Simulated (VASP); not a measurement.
Data:

```
CELL_PARAMETERS angstrom
      0.00000     3.50635     3.50635
      3.50635     0.00000     3.50635
      3.50635     3.50635     0.00000
ATOMIC_POSITIONS crystal
  Ba 0.00000 0.00000 0.00000
  Te 0.50000 0.50000 0.50000
```

Calculation: AM05 GGA, VASP's PBE PAW potentials (set 64) (plane waves; VASP). Settings: 520 eV cut-off, 7×7×7 Γ-centred mesh, Gaussian smearing of 0.050 eV, potentials Ba_sv Te.

Task: The job: BaTe (rock salt), 2 atoms, AM05, static run, 520 eV, 7×7×7 Γ-centred mesh. Roughly how much core time does it take on a busy server core?

Result: About 20 core-seconds (one run on a shared machine, a rough figure). It had 20 irreducible k-points, 12 bands, up to 2334 plane waves and 15 electronic steps.

The compound is BaTe in the rock salt structure. It was relaxed first.
